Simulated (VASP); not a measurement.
Consider the following.

```xyz
2
Lattice="2.8103 0.0000 0.0000 0.0000 2.8103 0.0000 0.0000 0.0000 4.0425" Properties=species:S:1:pos:R:3 pbc="T T T"
Al     1.4052     1.4052     2.0212
Ti     0.0000     0.0000     0.0000
```

Computed with r2SCAN+rVV10 with spin-orbit coupling, VASP's PBE PAW potentials (set 64) (plane waves; VASP). Settings: 400 eV cut-off, 12×12×8 Γ-centred mesh, Gaussian smearing of 0.050 eV, potentials Al Ti_sv.

Q: Give the energies of bands 9 to 21 at the high-symmetry points, in eV from the Fermi level.

A: 
| band | Γ | X | M | Z | R | A |
|---|---|---|---|---|---|---|
| 9 | -9.62 | -4.88 | -3.29 | -8.05 | -5.14 | -2.61 |
| 10 | -9.62 | -4.88 | -3.29 | -8.05 | -5.14 | -2.61 |
| 11 | -1.96 | -4.81 | -0.56 | -5.63 | -3.24 | -2.41 |
| 12 | -1.96 | -4.81 | -0.56 | -5.63 | -3.24 | -2.41 |
| 13 | -0.95 | -1.77 | -0.55 | -0.76 | -1.35 | -2.40 |
| 14 | -0.95 | -1.77 | -0.55 | -0.76 | -1.35 | -2.40 |
| 15 | -0.43 | -0.23 | -0.40 | 0.85 | -1.27 | 2.24 |
| 16 | -0.43 | -0.23 | -0.40 | 0.85 | -1.27 | 2.24 |
| 17 | 2.41 | 2.11 | -0.16 | 2.03 | 1.65 | 2.46 |
| 18 | 2.41 | 2.11 | -0.16 | 2.03 | 1.65 | 2.46 |
| 19 | 2.43 | 2.81 | -0.15 | 2.05 | 2.16 | 2.71 |
| 20 | 2.43 | 2.81 | -0.15 | 2.05 | 2.16 | 2.71 |
| 21 | 3.78 | 4.66 | 4.45 | 3.79 | 2.56 | 4.31 |

It has no gap at this level: it comes out as a metal or semimetal.

The structure comes from a measured TiAl entry (P4/mmm) of the Crystallography Open Database, whose conditions weren't checked. It was relaxed first.
